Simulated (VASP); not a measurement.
The system is BeCd2S3.

```
Be Cd S
1.0
     4.06494    0.00000    0.00000
    -2.03247    3.52034    0.00000
     0.00000    0.00000    9.65437
Be Cd S
1 2 3
Direct
  0.00000 0.00000 0.00000
  0.00000 0.00000 0.65383
  0.00000 0.00000 0.34617
  0.50000 0.00000 0.00000
  0.00000 0.50000 0.00000
  0.50000 0.50000 0.00000
```

The cell was built by a generator and needn't be a form met in nature.

| Property | Result |
| --- | --- |
| Program | VASP 6.6.1 |
| Task | relaxation of cell and atoms |
| Functional | PBE |
| Potentials or basis | VASP PAW PBE potentials, release 64 (Be, Cd, S) |
| Cutoff | 520 eV |
| k mesh | 4 × 4 × 2 |
| Occupations | gaussian, width 0.15 eV |
| Spin | no spin polarisation |

At the start: pressure 26.2 GPa; volume 23.03 Å³/atom.

Where does the relaxation end?

Over 18 steps the energy falls by 1002.8 meV/atom and the volume is 28.86 Å³/atom (+25.3 %); space group P6/mmm (No. 191, to 0.05 Å).

Step by step:
| step | energy change (eV) | largest force (eV/Å) | pressure (GPa) | volume (Å³) |
| --- | --- | --- | --- | --- |
| 1 | 0.0000 | 0.3646 | 26.20 | 138.15 |
| 2 | -5.1495 | 0.5702 | -3.29 | 223.54 |
| 3 | -5.5158 | 0.5455 | -0.24 | 196.39 |
| 4 | -5.5167 | 0.5464 | -0.60 | 198.16 |
| 5 | -5.5669 | 0.4980 | -0.61 | 195.66 |
| 6 | -5.7204 | 0.4188 | -0.39 | 188.15 |
| 7 | -5.9563 | 0.0280 | 0.69 | 173.01 |
| 8 | -5.9336 | 0.5629 | 1.79 | 165.96 |
| 9 | -5.9659 | 0.1182 | 0.88 | 171.10 |
| 10 | -6.0011 | 0.3193 | 0.18 | 172.85 |
| 11 | -6.0013 | 0.2930 | 0.22 | 172.74 |
| 12 | -6.0112 | 0.1494 | -0.08 | 173.82 |
| 13 | -6.0132 | 0.0998 | -0.01 | 174.25 |
| 14 | -6.0140 | 0.0062 | -0.36 | 175.12 |
| 15 | -6.0142 | 0.0950 | -0.27 | 174.78 |
| 16 | -6.0142 | 0.0144 | -0.28 | 174.93 |
| 17 | -6.0143 | 0.0472 | -0.33 | 174.88 |
| 18 | -6.0166 | 0.0520 | 0.10 | 173.17 |

Final structure:
```cif
data_structure
_symmetry_space_group_name_H-M 'P 1'
_symmetry_Int_Tables_number 1
_cell_length_a 4.9913
_cell_length_b 4.9913
_cell_length_c 8.0261
_cell_angle_alpha 90.000
_cell_angle_beta 90.000
_cell_angle_gamma 120.000
_cell_volume 173.17
loop_
_atom_site_label
_atom_site_type_symbol
_atom_site_fract_x
_atom_site_fract_y
_atom_site_fract_z
_atom_site_occupancy
Be1 Be 0.00000 0.00000 0.00000 1
Cd1 Cd 0.00000 0.00000 0.68118 1
Cd2 Cd 0.00000 0.00000 0.31882 1
S1 S 0.50000 0.00000 0.00000 1
S2 S 0.00000 0.50000 0.00000 1
S3 S 0.50000 0.50000 0.00000 1
```

Caveat: the k mesh is coarse (spacing up to 0.45 Å⁻¹), so the values aren't converged; the volume moved by over 15 % at a fixed basis, so the end points are rough; the relaxation stopped at a loose force limit of 0.08 eV/Å, so its end isn't a converged minimum.
